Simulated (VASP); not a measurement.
Method: PBE GGA, VASP's PBE PAW potentials (set 64) (plane waves; VASP).

VASP ran on this input.

**INCAR**
```
# general
SYSTEM =Ni3Si
PREC   =Accurate
ENCUT  =300   # plane-wave cut-off (eV)
LREAL  =.False.
LASPH  =.True.   # aspherical one-centre terms

# electronic loop
EDIFF  =1E-6
NELM   =100
ALGO   =Normal   # blocked Davidson
LMAXMIX=4   # l cut-off of mixed one-centre charges

# smearing
ISMEAR =-1
SIGMA  =0.05

# functional
GGA    =PE

# ions
ISIF   =2   # forces and stress, cell fixed

# output
LWAVE  =.False.
LCHARG =.False.
```

### KPOINTS
```
Automatic
0
Gamma
  6 6 6
```

File POSCAR:
```
Ni3Si
1
    3.5180730000     0.0000000000     0.0000000000
    0.0000000000     3.5180730000     0.0000000000
    0.0000000000     0.0000000000     3.5180730000
Si Ni
1 3
Direct
  0.0000000000   0.0000000000   0.0000000000
  0.0000000000   0.5000000000   0.5000000000
  0.5000000000   0.0000000000   0.5000000000
  0.5000000000   0.5000000000   0.0000000000
```

POTCAR, in this order: Si Ni (PBE.64 set). Program: vasp_std.

Output

**OUTCAR**
```
 ion  position               nearest neighbor table
   1  0.000  0.000  0.000-   2 2.49   3 2.49   4 2.49   2 2.49   3 2.49   2 2.49   4 2.49   2 2.49
                             3 2.49   4 2.49   3 2.49   4 2.49
   2  0.000  0.500  0.500-   1 2.49   3 2.49   4 2.49   1 2.49   4 2.49   1 2.49   3 2.49   1 2.49
                             3 2.49   4 2.49   4 2.49   3 2.49
   3  0.500  0.000  0.500-   1 2.49   2 2.49   4 2.49   1 2.49   4 2.49   2 2.49   4 2.49   4 2.49
                             1 2.49   2 2.49   1 2.49   2 2.49
   4  0.500  0.500  0.000-   1 2.49   2 2.49   3 2.49   2 2.49   3 2.49   1 2.49   3 2.49   3 2.49
                             1 2.49   2 2.49   2 2.49   1 2.49
  LATTYP: Found a simple cubic cell.
 ALAT       =     3.5180730000
 Subroutine PRICEL returns:
 Original cell was already a primitive cell.
 Subroutine GETGRP returns: Found 48 space group operations
The static configuration has the point symmetry O_h .
The dynamic configuration has the point symmetry O_h .
 Subroutine INISYM returns: Found 48 space group operations
 Subroutine IBZKPT returns following result:
 Found     20 irreducible k-points:

 Following reciprocal coordinates:
            Coordinates               Weight
  0.000000  0.000000  0.000000      1.000000
  0.166667  0.000000  0.000000      6.000000
  0.333333  0.000000  0.000000      6.000000
  0.500000  0.000000  0.000000      3.000000
  0.166667  0.166667  0.000000     12.000000
  0.333333  0.166667  0.000000     24.000000
  0.500000  0.166667  0.000000     12.000000
  0.333333  0.333333  0.000000     12.000000
  0.500000  0.333333  0.000000     12.000000
  0.500000  0.500000  0.000000      3.000000
  0.166667  0.166667  0.166667      8.000000
  0.333333  0.166667  0.166667     24.000000
  0.500000  0.166667  0.166667     12.000000
  0.333333  0.333333  0.166667     24.000000
  0.500000  0.333333  0.166667     24.000000
  0.500000  0.500000  0.166667      6.000000
  0.333333  0.333333  0.333333      8.000000
  0.500000  0.333333  0.333333     12.000000
  0.500000  0.500000  0.333333      6.000000
  0.500000  0.500000  0.500000      1.000000
   k-points           NKPTS =     20   k-points in BZ     NKDIM =     20   number of bands    NBANDS=     21
   number of dos      NEDOS =    301   number of ions     NIONS =      4
   total plane-waves  NPLWV =   8000
   dimension x,y,z NGX =    20 NGY =   20 NGZ =   20
   dimension x,y,z NGXF=    40 NGYF=   40 NGZF=   40
   ions per type =               1   3
   PREC   = accura    normal or accurate (medium, high low for compatibility)
   ISTART =      0    job   : 0-new  1-cont  2-samecut
   ICHARG =      2    charge: 1-file 2-atom 10-const
   ISPIN  =      1    spin polarized calculation?
   LNONCOLLINEAR =      F non collinear calculations
   LSORBIT =      F    spin-orbit coupling
   INIWAV =      1    electr: 0-lowe 1-rand  2-diag
   ENCUT  =  300.0 eV  22.05 Ry    4.70 a.u.   4.97  4.97  4.97*2*pi/ulx,y,z
   NELM   =    100;   NELMIN=  2; NELMDL= -5     # of ELM steps
   EDIFF  = 0.1E-05   stopping-criterion for ELM
   LREAL  =      F    real-space projection
   NLSPLINE    = F    spline interpolate recip. space projectors
   LMAXMIX     =    4 max onsite mixed and CHGCAR
   VOSKOWN=      0    Vosko Wilk Nusair interpolation
   EDIFFG = 0.1E-04   stopping-criterion for IOM
   NSW    =      0    number of steps for IOM
   NBLOCK =      1;   KBLOCK =      1    inner block; outer block
   IBRION =     -1    ionic relax: 0-MD 1-quasi-New 2-CG
   NFREE  =      0    steps in history (QN), initial steepest desc. (CG)
   ISIF   =      2    stress and relaxation
   ISYM   =      2    0-nonsym 1-usesym 2-fastsym
   TEIN   =    0.0    initial temperature
   TEBEG  =    0.0;   TEEND  =   0.0 temperature during run
   SMASS  =  -3.00    Nose mass-parameter (am)
   PSTRESS=    0.0 pullay stress
   NELECT =      34.0000    total number of electrons
   EFERMI =   0.00;   METHOD = LEGACY
...
```

**OSZICAR**
```
       N       E                     dE             d eps       ncg     rms          rms(c)
DAV:   1     0.154810888037E+03    0.15481E+03   -0.11287E+04   848   0.143E+03
DAV:   2    -0.188375144900E+02   -0.17365E+03   -0.16651E+03   840   0.310E+02
DAV:   3    -0.271697417415E+02   -0.83322E+01   -0.79108E+01   915   0.862E+01
DAV:   4    -0.273645194632E+02   -0.19478E+00   -0.19387E+00   958   0.119E+01
DAV:   5    -0.273710256162E+02   -0.65062E-02   -0.65033E-02  1012   0.209E+00    0.192E+01
DAV:   6    -0.272764255238E+02    0.94600E-01   -0.55329E+01   945   0.114E+02    0.169E+01
DAV:   7    -0.237607666132E+02    0.35157E+01   -0.15448E+01   941   0.622E+01    0.406E+00
DAV:   8    -0.237246578968E+02    0.36109E-01   -0.66792E-01   861   0.560E+00    0.140E+00
DAV:   9    -0.237082715380E+02    0.16386E-01   -0.30198E-02  1091   0.241E+00    0.582E-01
DAV:  10    -0.237057373342E+02    0.25342E-02   -0.37555E-03  1116   0.453E-01    0.203E-01
DAV:  11    -0.237055189468E+02    0.21839E-03   -0.65114E-04  1241   0.278E-01    0.507E-02
DAV:  12    -0.237055024149E+02    0.16532E-04   -0.83780E-05   892   0.998E-02    0.143E-02
DAV:  13    -0.237055019543E+02    0.46058E-06   -0.69713E-06   863   0.172E-02
   1 F= -.23705502E+02 E0= -.23698154E+02  d E =-.146955E-01
```

File OUTCAR:
```
------------------------ aborting loop because EDIFF is reached ----------------------------------------
  FORCE on cell =-STRESS in cart. coord.  units (eV):
  Direction    XX          YY          ZZ          XY          YZ          ZX
  --------------------------------------------------------------------------------------
  Total       -0.6136812     -0.6136812     -0.6136812      0.0000000     -0.0000000      0.0000000
  in kB      -22.5807746    -22.5807746    -22.5807746      0.0000000     -0.0000000      0.0000000
  external PRESSURE =     -22.5807746 kB  Pullay stress =       0.0000000 kB
  volume of cell :       43.54
      direct lattice vectors                 reciprocal lattice vectors
     3.518073000  0.000000000  0.000000000     0.284246518  0.000000000  0.000000000
     0.000000000  3.518073000  0.000000000     0.000000000  0.284246518  0.000000000
     0.000000000  0.000000000  3.518073000     0.000000000  0.000000000  0.284246518
 POSITION                                       TOTAL-FORCE (eV/Angst)
 -----------------------------------------------------------------------------------
      0.00000      0.00000      0.00000         0.000000      0.000000      0.000000
      0.00000      1.75904      1.75904         0.000000      0.000000      0.000000
      1.75904      0.00000      1.75904         0.000000      0.000000      0.000000
      1.75904      1.75904      0.00000         0.000000      0.000000      0.000000
 -----------------------------------------------------------------------------------
    total drift:                               -0.000000      0.000000      0.000000
  FREE ENERGIE OF THE ION-ELECTRON SYSTEM (eV)
  ---------------------------------------------------
  free  energy   TOTEN  =       -23.7055019543 eV

  energy  without entropy=      -23.6908064718  energy(sigma->0) =      -23.69815421
```
(Selected blocks of OUTCAR.)

At this cut-off the stress carries a Pulay error, which pulls relaxed volumes low.

The structure is a typed Ni3Si crystal. The cell was not relaxed at this level. The run is one of a series of settings (KPOINTS 6×6×6 Γ-centred mesh against the base run), some of them coarse on purpose. The run is not spin-polarised, so no magnetic state was tried.
